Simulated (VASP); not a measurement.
A convergence study with VASP on HfN (space group no. 225 when undisturbed): a few settings are varied, all else stays as given below, so the limit is that of these other settings. One atom is moved off its site, so that forces are finite.

```
HfN
1.0
    0.00000     2.24870     2.24870
    2.24870     0.00000     2.24870
    2.24870     2.24870     0.00000
Hf N
1 1
Cartesian
  0.00000   0.00000   0.05000
  2.24870   2.24870   2.24870
```

All values below come from PBEsol GGA, VASP's PBE PAW potentials (set 64) (plane waves; VASP). The last row used: 400 eV cut-off, 13×13×13 Γ-centred mesh, Fermi-Dirac smearing of 0.10 eV, potentials Hf_pv N.

```json
[
 {"setting": "EDIFF = 1E-01", "E (eV/atom)": "-11.5006", "pressure (GPa)": "-11.81", "largest force (eV/Å)": "0.621", "irreducible k-points": "196"},
 {"setting": "EDIFF = 1E-02", "E (eV/atom)": "-11.4884", "pressure (GPa)": "-4.02", "largest force (eV/Å)": "0.609", "irreducible k-points": "196"},
 {"setting": "EDIFF = 1E-03", "E (eV/atom)": "-11.4882", "pressure (GPa)": "-4.29", "largest force (eV/Å)": "0.614", "irreducible k-points": "196"},
 {"setting": "EDIFF = 1E-04", "E (eV/atom)": "-11.4882", "pressure (GPa)": "-4.31", "largest force (eV/Å)": "0.613", "irreducible k-points": "196"},
 {"setting": "EDIFF = 1E-05", "E (eV/atom)": "-11.4882", "pressure (GPa)": "-4.31", "largest force (eV/Å)": "0.613", "irreducible k-points": "196"},
 {"setting": "EDIFF = 1E-06", "E (eV/atom)": "-11.4882", "pressure (GPa)": "-4.23", "largest force (eV/Å)": "0.613", "irreducible k-points": "196"},
 {"setting": "EDIFF = 1E-07", "E (eV/atom)": "-11.4882", "pressure (GPa)": "-4.23", "largest force (eV/Å)": "0.613", "irreducible k-points": "196"},
 {"setting": "EDIFF = 1E-08", "E (eV/atom)": "-11.4882", "pressure (GPa)": "-4.23", "largest force (eV/Å)": "0.613", "irreducible k-points": "196"},
 {"setting": "EDIFF = 1E-10", "E (eV/atom)": "-11.4882", "pressure (GPa)": "-4.23", "largest force (eV/Å)": "0.613", "irreducible k-points": "196"},
 {"setting": "EDIFF = 1E-12", "E (eV/atom)": "-11.4882", "pressure (GPa)": "-4.23", "largest force (eV/Å)": "0.613", "irreducible k-points": "196"}
]
```

Left out are rungs that failed or repeat a setting and relaxations that didn't move; long series are thinned to 24 rows.

The structure is a typed HfN crystal (space group no. 225). The cell was not relaxed at this level, it is distorted from the ideal structure. The electron count is odd and the run is not spin-polarised, which forces a metal.
